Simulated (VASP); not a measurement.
These are PBE GGA with D3 dispersion (Becke-Johnson damping), VASP's PBE PAW potentials (set 64) (plane waves; VASP) values and carry that method's errors.

VASP ran on this input.

POSCAR:
```
TiC
1.0
  0.0000000000   2.1463020100   2.1463020100
  2.1463020100   0.0000000000   2.1463020100
  2.1463020100   2.1463020100   0.0000000000
Ti C
1 1
direct
  0.0000000000   0.0000000000   0.0000000000
  0.5000000000   0.5000000000   0.5000000000
```

**KPOINTS**
```
Automatic mesh
0
gamma
 13 13 13
```

### INCAR
```
# general
SYSTEM =TiC
PREC   =Accurate
ENCUT  =520   # plane-wave cut-off (eV)
LREAL  =.False.   # projection in real space or not
LASPH  =.True.   # aspherical one-centre terms

# electronic loop
EDIFF  =1E-6
NELM   =100   # most electronic steps
ALGO   =Normal   # blocked Davidson
LMAXMIX=4   # l cut-off of mixed one-centre charges

# smearing
ISMEAR =1   # Methfessel-Paxton
SIGMA  =0.1   # width (eV)

# functional
GGA    =PE
IVDW   =12   # D3, Becke-Johnson

# ions
IBRION =2
NSW    =60   # most ionic steps
ISIF   =3   # ions, shape and volume
EDIFFG =-0.01   # ionic stop

# output
LWAVE  =.False.
LCHARG =.False.
```

POTCAR, in this order: Ti_sv C (PBE.64 set). Program: vasp_std.

The resulting files:

File OSZICAR:
```
       N       E                     dE             d eps       ncg     rms          rms(c)
DAV:   1     0.120089371724E+03    0.12009E+03   -0.84369E+03  2024   0.160E+03
DAV:   2    -0.136193631851E+02   -0.13371E+03   -0.12700E+03  2092   0.387E+02
DAV:   3    -0.237242142045E+02   -0.10105E+02   -0.96280E+01  2676   0.990E+01
DAV:   4    -0.242163189060E+02   -0.49210E+00   -0.49105E+00  2540   0.209E+01
DAV:   5    -0.242341898120E+02   -0.17871E-01   -0.17869E-01  2764   0.347E+00    0.193E+01
DAV:   6    -0.192795920528E+02    0.49546E+01   -0.31012E+01  2376   0.707E+01    0.696E+00
DAV:   7    -0.187240381452E+02    0.55555E+00   -0.43672E+00  2384   0.275E+01    0.513E+00
DAV:   8    -0.186933344532E+02    0.30704E-01   -0.15296E-01  2152   0.543E+00    0.281E+00
DAV:   9    -0.186998225231E+02   -0.64881E-02   -0.11381E-01  2284   0.414E+00    0.830E-01
DAV:  10    -0.186965498957E+02    0.32726E-02   -0.16405E-02  2820   0.188E+00    0.517E-01
DAV:  11    -0.186955851117E+02    0.96478E-03   -0.52478E-03  2164   0.110E+00    0.105E-01
DAV:  12    -0.186955644302E+02    0.20681E-04   -0.43345E-04  2192   0.316E-01    0.309E-02
DAV:  13    -0.186955495264E+02    0.14904E-04   -0.36681E-05  2924   0.973E-02    0.110E-02
DAV:  14    -0.186955486240E+02    0.90233E-06   -0.23475E-06  2120   0.159E-02
   1 F= -.19611744E+02 E0= -.19611663E+02  d E =-.196117E+02
```

### OUTCAR
```
------------------------ aborting loop because EDIFF is reached ----------------------------------------
 Edisp (eV)   -0.91620
  FORCE on cell =-STRESS in cart. coord.  units (eV):
  Direction    XX          YY          ZZ          XY          YZ          ZX
  --------------------------------------------------------------------------------------
  Total      -0.01300    -0.01300    -0.01300     0.00000     0.00000    -0.00000
  in kB      -1.05355    -1.05355    -1.05355     0.00000     0.00000    -0.00000
  external pressure =       -1.05 kB  Pullay stress =        0.00 kB
  volume of cell :       19.77
      direct lattice vectors                 reciprocal lattice vectors
     0.000000000  2.146302010  2.146302010    -0.232958828  0.232958828  0.232958828
     2.146302010  0.000000000  2.146302010     0.232958828 -0.232958828  0.232958828
     2.146302010  2.146302010  0.000000000     0.232958828  0.232958828 -0.232958828
 POSITION                                       TOTAL-FORCE (eV/Angst)
 -----------------------------------------------------------------------------------
      0.00000      0.00000      0.00000         0.000000     -0.000000      0.000000
      2.14630      2.14630      2.14630        -0.000000      0.000000     -0.000000
 -----------------------------------------------------------------------------------
    total drift:                                0.000000     -0.000000     -0.000000
  FREE ENERGIE OF THE ION-ELECTRON SYSTEM (eV)
  ---------------------------------------------------
  free  energy   TOTEN  =       -19.6117438934 eV

  energy  without entropy=      -19.6115008101  energy(sigma->0) =      -19.61166287

 reached required accuracy - stopping structural energy minimisation
```
(Selected blocks of OUTCAR.)

The compound is TiC in the rock salt structure. It was relaxed first. The start is the result of an earlier pass.
